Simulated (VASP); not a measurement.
Consider the following.

```
CELL_PARAMETERS angstrom
      0.00000     3.08305     3.08305
      3.08305     0.00000     3.08305
      3.08305     3.08305     0.00000
ATOMIC_POSITIONS crystal
  Ti 0.00000 0.00000 0.00000
  P  0.25000 0.25000 0.25000
```

Level of theory: PBEsol GGA, VASP's PBE PAW potentials (set 64) (plane waves; VASP 6.6.1). Run with 400 eV cut-off, 9×9×9 Γ-centred mesh, first-order Methfessel-Paxton smearing of 0.10 eV, potentials Ti_sv P.

Energy and stress use the plane-wave basis of the starting cell.

Task: The ions, cell shape and volume are relaxed. What does this cell relax into?

Result: 
```
CELL_PARAMETERS angstrom
      0.00000     2.74476     2.74476
      2.74476     0.00000     2.74476
      2.74476     2.74476     0.00000
ATOMIC_POSITIONS crystal
  Ti 0.00000 0.00000 0.00000
  P  0.25000 0.25000 0.25000
```
Space group F-43m (216), at a tolerance of 0.03 Å.

Task: How do energy and volume change from the first to the last step?

Result: The energy (σ→0) changes by -586.3 meV/atom and the volume by -29.4 %, in 3 ionic steps.

```tsv
step	E(σ→0) (eV)	max force (eV/Å)	pressure (GPa)	volume (Å³)
1	-13.8633	0.000	-16.24	58.61
2	-14.8641	0.000	13.40	36.86
3	-15.0358	0.000	0.02	41.36
```

The structure was generated: TiP was put into the zinc blende type (F-43m), which need not be its known phase. This run relaxes it. Symmetry was kept, so distortions that lower it aren't found. The electron count is odd and the run is not spin-polarised, which forces a metal.
